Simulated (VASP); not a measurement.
Consider the following.

Space group P4/mmm (No. 123); a = 2.8233 Å, b = 2.8233 Å, c = 4.0598 Å, α = 90.00°, β = 90.00°, γ = 90.00°

| atom | site | symmetry | x | y | z |
|---|---|---|---|---|---|
| Ti | 1a | 4/mmm | 0.0000 | 0.0000 | 0.0000 |
| Al | 1d | 4/mmm | 0.5000 | 0.5000 | 0.5000 |

These are PBE GGA, VASP's PBE PAW potentials (set 64) (plane waves; VASP) values and carry that method's errors. Run with 480 eV cut-off, 12×12×8 Γ-centred mesh, first-order Methfessel-Paxton smearing of 0.10 eV, potentials Ti_sv Al.

Each relaxation starts from this cell; other phases were not tried.

Q: The cell is relaxed at 15 GPa. What happens?

A: The volume per atom goes from 16.18 to 14.57 Å³ (-10.0 %), and the cell becomes a = 2.7274 Å, b = 2.7274 Å, c = 3.9165 Å, α = 90.00°, β = 90.00°, γ = 90.00°, space group P4/mmm.

Q: The cell is relaxed at 20 GPa. What happens?

A: The volume per atom goes from 16.18 to 14.18 Å³ (-12.4 %), and the cell becomes a = b = 2.705 Å, c = 3.876 Å, α = β = γ = 90.00°, space group P4/mmm.

Failed runs are left out, and for metals the shear rows, which the mesh's noise covers.

The compound is TiAl in the L1_0 structure. The electron count is odd and the run is not spin-polarised, which forces a metal.
